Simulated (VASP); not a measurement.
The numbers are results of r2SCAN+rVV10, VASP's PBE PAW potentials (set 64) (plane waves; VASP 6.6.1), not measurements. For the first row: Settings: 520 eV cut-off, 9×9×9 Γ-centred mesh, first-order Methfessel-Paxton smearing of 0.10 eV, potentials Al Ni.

```
system             energy (eV/atom)
-----------------  ----------------
Ni$_{3}$Al (L1_2)          -10.8759
Al (fcc)                    -6.6778
Ni (fcc)                   -11.7031
```

The references are the elements' solids at the same level; no temperature or zero-point terms are added.

Problem. What is the formation energy per atom of Ni3Al?

Solution. The references average (1×(-6.6778) + 3×(-11.7031))/4 = -10.4468 eV, so the formation energy is -10.8759 − (-10.4468) = -0.429 eV/atom.
